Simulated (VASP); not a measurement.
Input:

```yaml
crystal:
  lattice:
    - [0.00000, 3.70500, 3.70500]
    - [3.70500, 0.00000, 3.70500]
    - [3.70500, 3.70500, 0.00000]
  atoms:
    - { symbol: K, position: [0.25000, 0.25000, 0.25000] }
    - { symbol: K, position: [0.75000, 0.75000, 0.75000] }
    - { symbol: S, position: [0.00000, 0.00000, 0.00000] }
```

All values below come from AM05 GGA, VASP's PBE PAW potentials (set 64) (plane waves; VASP 6.6.1). Settings: 520 eV cut-off, 6×6×6 Γ-centred mesh, tetrahedra with Blöchl corrections, potentials K_sv S.

Q: Estimate the energy per atom (σ→0), band gap (on the k-mesh) with the smallest direct gap where there is one.

A: 
The band gap (on the k-mesh) is 2.47 eV. The smallest direct gap (on the k-mesh) is 2.67 eV and the energy per atom (σ→0) is -3.110 eV/atom.

The absolute energy has meaning only against runs of the same code, potentials and settings.

The compound is K2S in the antifluorite structure. The cell was not relaxed at this level.
